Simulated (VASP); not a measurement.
A VASP calculation is set up with these files.

### INCAR
```
# general
SYSTEM   =  Ag
PREC     =  Accurate
ENCUT    =  500
LREAL    =  .FALSE.
LASPH    =  .TRUE.

# electronic loop
EDIFF    =  1E-6
NELM     =  100
ALGO     =  Normal
LMAXMIX  =  4

# smearing
ISMEAR   =  1
SIGMA    =  0.1

# functional
GGA      =  PS

# ions
IBRION   =  2
NSW      =  40
ISIF     =  3
EDIFFG   =  -0.02

# output
LWAVE    =  .FALSE.
LCHARG   =  .FALSE.
```

File POSCAR:
```
Ag
1
    0.0000000000     2.0227325839     2.0227325839
    2.0227325839     0.0000000000     2.0227325839
    2.0227325839     2.0227325839    -0.0000000000
Ag
1
Direct
  1.0000000000   1.0000000000   1.0000000000
```

### KPOINTS
```
Automatic mesh
0
Gamma
15 15 15
0 0 0
```

POTCAR, in this order: Ag (PBE.64 set). Program: vasp_std.

Q: Translate this PBEsol calculation to Ansatz.

A: One equivalent input (not run):
Ansatz 0.2 input:
```yaml
crystal:
  lattice:
    - [0.0000000, 2.0227326, 2.0227326]
    - [2.0227326, 0.0000000, 2.0227326]
    - [2.0227326, 2.0227326, 0.0000000]
  atoms:
    - { symbol: Ag, position: [1.0000000, 1.0000000, 1.0000000] }
kpoints:
  mp_grid: { grid: [15, 15, 15] }
hamiltonian:
  xc: pbesol
  pseudopotentials: { kind: paw }
scf:
  occupations: { method: methfessel_paxton, width: 0.1 }
  max_iter: 100
relax:
  max_steps: 40
  f_tol: 0.02
  cell: {}
output: { forces: true, stress: true, eigenvalues: true }
```
Limits of the translation: each code has its own PAW files, so the cut-off isn't converted (ENCUT is set for VASP's; basis.ecutwfc is left out, and Ansatz then takes the one that its files recommend); Ansatz stops its SCF on the density residual and VASP on the energy change (EDIFF).

The compound is Ag in the fcc structure. This run relaxes it. Symmetry was kept, so distortions that lower it aren't found.
